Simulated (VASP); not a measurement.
Input:

```yaml
crystal:
  lattice:
    - [1.59623, -2.76476, 0.00000]
    - [1.59623, 2.76476, 0.00000]
    - [0.00000, 0.00000, 5.04250]
  atoms:
    - { symbol: Hf, position: [0.33333, 0.66667, 0.25000] }
    - { symbol: Hf, position: [0.66667, 0.33333, 0.75000] }
```

Computed with r2SCAN meta-GGA, VASP's PBE PAW potentials (set 64) (plane waves; VASP). Settings: 520 eV cut-off, 15×15×8 Γ-centred mesh, tetrahedra with Blöchl corrections, potentials Hf_pv.

Unless said otherwise, spin-orbit coupling is left out, though it shifts the bands of the heavy elements here.

**Question.** Estimate the energy per atom (σ→0), band gap (over mesh and band path) with the smallest direct gap where there is one.

**Answer.** 
```yaml
band gap (over mesh and band path): none (metal, semimetal or under 0.01 eV)
energy per atom (σ→0): -45.152 eV/atom
```

The compound is Hf in the hcp structure. It was relaxed first.
